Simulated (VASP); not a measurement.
All values below come from revPBE GGA, VASP's PBE PAW potentials (set 64) (plane waves; VASP 6.6.1).

VASP ran on this input.

**POSCAR**
```
HfN
3.2194940
  0.0000000000   0.7071066751   0.7071066751
  0.7071066751   0.0000000000   0.7071066751
  0.7071066751   0.7071066751   0.0000000000
Hf N
1 1
Cart
  0.0000000000   0.0000000000   0.0000000000
  0.7071066751   0.7071066751   0.7071066751
```

### KPOINTS
```
k-points along high-symmetry lines
15
Line-mode
Reciprocal
  0.000000   0.000000   0.000000 ! GAMMA
  0.500000   0.000000   0.500000 ! X

  0.500000   0.000000   0.500000 ! X
  0.625000   0.250000   0.625000 ! U

  0.375000   0.375000   0.750000 ! K
  0.000000   0.000000   0.000000 ! GAMMA

  0.000000   0.000000   0.000000 ! GAMMA
  0.500000   0.500000   0.500000 ! L

  0.500000   0.500000   0.500000 ! L
  0.500000   0.250000   0.750000 ! W

  0.500000   0.250000   0.750000 ! W
  0.500000   0.000000   0.500000 ! X
```

### INCAR
```
! general
SYSTEM =HfN
PREC   =Accurate
ENCUT  =520
LREAL  =F
LASPH  =T
ICHARG =11

! electronic loop
EDIFF  =1E-7
NELM   =100
ALGO   =Normal
LMAXMIX=6

! smearing
ISMEAR =0
SIGMA  =0.05

! functional
GGA    =RE

! output
LWAVE  =F
LCHARG =F
LORBIT =11
```

POTCAR, in this order: Hf_pv N (PBE.64 set). Program: vasp_std. Read from the step before: CHGCAR.

The resulting files:

OSZICAR:
```
       N       E                     dE             d eps       ncg     rms          rms(c)
DAV:   1     0.388656965436E+02    0.38866E+02   -0.81703E+03  1980   0.127E+03
DAV:   2    -0.163503135916E+02   -0.55216E+02   -0.51220E+02  2541   0.246E+02
DAV:   3    -0.187878161866E+02   -0.24375E+01   -0.23834E+01  2637   0.404E+01
DAV:   4    -0.188263838038E+02   -0.38568E-01   -0.38233E-01  2496   0.422E+00
DAV:   5    -0.188273960698E+02   -0.10123E-02   -0.89732E-03  2627   0.475E-01
DAV:   6    -0.188274337493E+02   -0.37679E-04   -0.37551E-04  2574   0.573E-02
DAV:   7    -0.188274346275E+02   -0.87827E-06   -0.87900E-06  2581   0.769E-03
DAV:   8    -0.188274346426E+02   -0.15103E-07   -0.15069E-07  1862   0.123E-03
   1 F= -.18827435E+02 E0= -.18825706E+02  d E =-.345757E-02
```

**OUTCAR**
```
 val. band max:        7.8793412537   @ k =   0.0357   0.0000   0.0357

 cond. band min:       7.9485981561   @ k =   0.0000   0.0000   0.0000



 k-point     1 :       0.0000    0.0000    0.0000
  band No.  band energies     occupation
      1     -23.0116      2.00000
      2     -23.0116      2.00000
      3     -23.0116      2.00000
      4      -9.1615      2.00000
      5       5.2569      2.00000
      6       5.2569      2.00000
      7       5.2569      2.00000
      8       7.9486      0.79251
      9       7.9486      0.79251
     10       7.9486      0.79251
     11       9.8289      0.00000

 k-point     2 :       0.0357    0.0000    0.0357
  band No.  band energies     occupation
      1     -23.0232      2.00000
      2     -23.0152      2.00000
      3     -23.0152      2.00000
      4      -9.1243      2.00000
      5       4.9907      2.00000
      6       5.1996      2.00000
      7       5.1996      2.00000
      8       7.8793      1.91008
      9       8.0695      0.00023
     10       8.0695      0.00023
     11       9.9171      0.00000

 k-point     3 :       0.0714    0.0000    0.0714
  band No.  band energies     occupation
      1     -23.0569      2.00000
      2     -23.0257      2.00000
      3     -23.0257      2.00000
      4      -9.0166      2.00000
      5       4.3615      2.00000
      6       5.0570      2.00000
      7       5.0570      2.00000
      8       7.6836      2.00000
      9       8.4007      0.00000
     10       8.4007      0.00000
     11      10.0359      0.00000

 k-point     4 :       0.1071    0.0000    0.1071
  band No.  band energies     occupation
      1     -23.1098      2.00000
      2     -23.0427      2.00000
      3     -23.0427      2.00000
      4      -8.8501      2.00000
      5       3.6177      2.00000
      6       4.8836      2.00000
      7       4.8836      2.00000
      8       7.3915      2.00000
      9       8.8809      0.00000
     10       8.8809      0.00000
...
```

The density is held fixed in this step, so its total energy and stress have no physical meaning. Unless said otherwise, spin-orbit coupling is left out, though it shifts the bands of the heavy elements here.

The compound is HfN in the rock salt structure. It was relaxed first. The electron count is odd and the run is not spin-polarised, which forces a metal.
